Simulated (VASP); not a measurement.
An input for Quantum ESPRESSO's pw.x (written as the equivalent of a VASP run, and not itself run):

```
&CONTROL
  calculation = 'vc-relax'
  pseudo_dir = './pseudo'
  outdir = './out'
  tprnfor = .true.
  tstress = .true.
  nstep = 40
  forc_conv_thr = 0.00039
/
&SYSTEM
  ibrav = 0
  nat = 1
  ntyp = 1
  ecutwfc = 90
  occupations = 'smearing'
  smearing = 'methfessel-paxton'
  degauss = 0.00735
  input_dft = 'pbe'
  nspin = 2
  starting_magnetization(1) = 0.22
/
&ELECTRONS
  conv_thr = 7.3e-09
  electron_maxstep = 100
/
&IONS
/
&CELL
  press = 300
/
ATOMIC_SPECIES
  Fe 55.845 Fe.upf
CELL_PARAMETERS angstrom
    -1.4155321    1.4155321    1.4155321
     1.4155321   -1.4155321    1.4155321
     1.4155321    1.4155321   -1.4155321
ATOMIC_POSITIONS crystal
  Fe   0.0000000  0.0000000  0.0000000
K_POINTS automatic
  16 16 16 0 0 0
```

Problem. Write the VASP files for the same calculation (PBE).

Solution. This is not unique; one that fits is 
KPOINTS:
```
Automatic
0
Gamma
  16 16 16
```

### INCAR
```
SYSTEM=Fe
PREC=Accurate; ENCUT=480; LREAL=F
LASPH=T
EDIFF=1E-7; NELM=100; ALGO=Normal
LMAXMIX=4
ISMEAR=1; SIGMA=0.1
GGA=PE
ISPIN=2; MAGMOM=2.2
IBRION=2; NSW=40; ISIF=3
EDIFFG=-0.01; PSTRESS=300
LWAVE=F; LCHARG=F; LORBIT=10
```

### POSCAR
```
Fe
1.0
 -1.4155321413   1.4155321413   1.4155321413
  1.4155321413  -1.4155321413   1.4155321413
  1.4155321413   1.4155321413  -1.4155321413
Fe
1
Cartesian
  0.0000000000   0.0000000000   0.0000000000
```

POTCAR, in this order: Fe (PBE.64 set). Program: vasp_std.

The two are equivalent in intent, not identical: the potentials are each code's own (VASP's PAW set, PseudoDojo norm-conserving files in pw.x), so ENCUT and ecutwfc are chosen apart and not converted; conv_thr bounds pw.x's estimated SCF error, while EDIFF bounds the energy change between steps; starting_magnetization is a fraction of the valence charge and MAGMOM a moment in μB, so they match only roughly; forc_conv_thr acts on force components and is met together with etot_conv_thr.

The compound is Fe in the bcc structure. This run relaxes it under an external pressure of 30 GPa. Symmetry was kept, so distortions that lower it aren't found.
